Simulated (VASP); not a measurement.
Wanted: the native input for a VASP 6.6.1 run.

- Task: single point
- Functional: PBE
- Dispersion: D3(BJ)
- Potentials or basis: VASP PAW PBE potentials, release 64 (Sb)
- Cutoff: 520 eV
- k mesh: 6 × 6 × 6
- Occupations: gaussian, width 0.02 eV
- Spin: no spin polarisation
- Further INCAR settings: ALGO = Fast; EDIFF = 1e-07

The structure of Sb lies in POSCAR:

```
Sb
1.0
    2.1542000000      1.2437279500      3.7580000000
   -2.1542000000      1.2437279500      3.7580000000
    0.0000000000     -2.4874559000      3.7580000000
Sb
2
Direct
    0.2334900000      0.2334900000      0.2334900000
    0.7665100000      0.7665100000      0.7665100000
```

These files were run (other wordings do the same):

INCAR

```
ALGO = Fast
EDIFF = 1E-7
ENCUT = 520
GGA = PE
ISIF = 2
ISMEAR = 0
IVDW = 12
LASPH = T
LCHARG = F
LREAL = F
LWAVE = F
NELM = 60
PREC = Accurate
SIGMA = 0.02
```

KPOINTS

```
k-points
0
Gamma
  6 6 6
```

Potentials or basis: VASP PAW PBE potentials, release 64 (Sb).

Command:

```bash
$ cat potpaw_PBE.64/Sb/POTCAR > POTCAR
$ mpirun -np 1 vasp_std > vasp.out
```

Results of the run:

| Property | Result |
| --- | --- |
| Pressure | 0.3 GPa |
| Largest force | 0.104 eV/Å |
| Band gap on the k mesh | none (metal or under the smearing width) |
| Dispersion energy per atom | -0.473 eV |

Caveat: pairwise dispersion overbinds metals, which lowers pressure and volume.

Wall time 14 s on 1 thread of AMD EPYC 9R45 96-Core Processor (Zen 5), with other jobs on the host, peak memory 0.18 GiB.
